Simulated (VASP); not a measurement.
Method: PBEsol GGA, VASP's PBE PAW potentials (set 64) (plane waves; VASP).

Input for VASP

POSCAR:
```
HfN
1
    0.0000000000     2.2451892950     2.2451892950
    2.2451892950     0.0000000000     2.2451892950
    2.2451892950     2.2451892950     0.0000000000
Hf N
1 1
Direct
  0.0000000000   0.0000000000   0.0000000000
  0.5000000000   0.5000000000   0.5000000000
```

File KPOINTS:
```
Automatic mesh
0
Gamma
16 16 16
0 0 0
```

**INCAR**
```
SYSTEM = HfN
PREC = Accurate
ENCUT = 520
EDIFF = 1E-7
NELM = 100
ALGO = Normal
LREAL = .FALSE.
LASPH = .TRUE.
ISMEAR = -5
GGA = PS
LMAXMIX = 6
LWAVE = .FALSE.
LCHARG = .TRUE.
LORBIT = 11
NEDOS = 601
ISIF = 2
```

POTCAR, in this order: Hf_pv N (PBE.64 set). Program: vasp_std.

The run wrote:

### OSZICAR
```
       N       E                     dE             d eps       ncg     rms          rms(c)
DAV:   1     0.379436349532E+02    0.37944E+02   -0.83481E+03  3198   0.129E+03
DAV:   2    -0.235169333911E+02   -0.61461E+02   -0.58568E+02  4268   0.256E+02
DAV:   3    -0.257016986785E+02   -0.21848E+01   -0.21679E+01  4086   0.412E+01
DAV:   4    -0.257201160723E+02   -0.18417E-01   -0.18419E-01  3820   0.379E+00
DAV:   5    -0.257204093486E+02   -0.29328E-03   -0.29356E-03  4177   0.348E-01    0.523E+01
DAV:   6    -0.230903169154E+02    0.26301E+01   -0.13697E+01  3701   0.266E+01    0.427E+01
DAV:   7    -0.230175064084E+02    0.72811E-01   -0.63512E-01  3646   0.727E+00    0.259E+01
DAV:   8    -0.230006866558E+02    0.16820E-01   -0.10018E-01  3756   0.302E+00    0.506E+00
DAV:   9    -0.229936164929E+02    0.70702E-02   -0.41370E-02  3744   0.145E+00    0.170E+00
DAV:  10    -0.229930591196E+02    0.55737E-03   -0.25605E-03  3776   0.447E-01    0.123E-01
DAV:  11    -0.229930665837E+02   -0.74641E-05   -0.90744E-05  3820   0.103E-01    0.552E-02
DAV:  12    -0.229930671171E+02   -0.53343E-06   -0.83158E-06  3732   0.273E-02    0.230E-02
DAV:  13    -0.229930668194E+02    0.29766E-06   -0.41836E-07  3654   0.704E-03    0.178E-03
DAV:  14    -0.229930668137E+02    0.57476E-08   -0.34758E-09  1970   0.658E-04
   1 F= -.22993067E+02 E0= -.22993067E+02  d E =0.000000E+00
```

File OUTCAR:
```
------------------------ aborting loop because EDIFF is reached ----------------------------------------
  FORCE on cell =-STRESS in cart. coord.  units (eV):
  Direction    XX          YY          ZZ          XY          YZ          ZX
  --------------------------------------------------------------------------------------
  Total       -0.0055984     -0.0055984     -0.0055984      0.0000000      0.0000000     -0.0000000
  in kB       -0.3962663     -0.3962663     -0.3962663      0.0000000      0.0000000     -0.0000000
  external PRESSURE =      -0.3962663 kB  Pullay stress =       0.0000000 kB
  volume of cell :       22.64
      direct lattice vectors                 reciprocal lattice vectors
     0.000000000  2.245189295  2.245189295    -0.222698372  0.222698372  0.222698372
     2.245189295  0.000000000  2.245189295     0.222698372 -0.222698372  0.222698372
     2.245189295  2.245189295  0.000000000     0.222698372  0.222698372 -0.222698372
 POSITION                                       TOTAL-FORCE (eV/Angst)
 -----------------------------------------------------------------------------------
      0.00000      0.00000      0.00000         0.000000      0.000000      0.000000
      2.24519      2.24519      2.24519        -0.000000     -0.000000     -0.000000
 -----------------------------------------------------------------------------------
    total drift:                                0.000000     -0.000000     -0.000000
  FREE ENERGIE OF THE ION-ELECTRON SYSTEM (eV)
  ---------------------------------------------------
  free  energy   TOTEN  =       -22.9930668137 eV

  energy  without entropy=      -22.9930668137  energy(sigma->0) =      -22.99306681

 total charge

# of ion       s       p       d       tot
------------------------------------------
    1        0.298   6.603   1.806   8.706
    2        1.228   2.509   0.000   3.737
--------------------------------------------------
tot          1.526   9.111   1.806  12.442
```
(Selected blocks of OUTCAR.)

For a metal the tetrahedron method with Blöchl corrections gives inexact stress and forces.

The structure comes from a measured HfN entry (Fm-3m) of the Crystallography Open Database, whose conditions weren't checked. It was relaxed first. The electron count is odd and the run is not spin-polarised, which forces a metal.
